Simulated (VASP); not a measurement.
Input:

```yaml
crystal:
  lattice:
    - [0.00000, 3.18976, 3.18976]
    - [3.18976, 0.00000, 3.18976]
    - [3.18976, 3.18976, 0.00000]
  atoms:
    - { symbol: K, position: [0.00000, 0.00000, 0.00000] }
    - { symbol: Cl, position: [0.50000, 0.50000, 0.50000] }
```

Calculation: PW91 GGA, VASP's PBE PAW potentials (set 64) (plane waves; VASP). Run with 520 eV cut-off, 8×8×8 Γ-centred mesh, tetrahedra with Blöchl corrections, potentials K_sv Cl.

**Question.** What does the run give for the energy per atom (σ→0), band gap (on the k-mesh) with the smallest direct gap where there is one?

**Answer.** 
```
Property                                      Value
-----------------------------------  --------------
band gap (on the k-mesh)                    5.08 eV
smallest direct gap (on the k-mesh)         5.08 eV
energy per atom (σ→0)                -3.436 eV/atom
```

The compound is KCl in the rock salt structure. It was relaxed first.
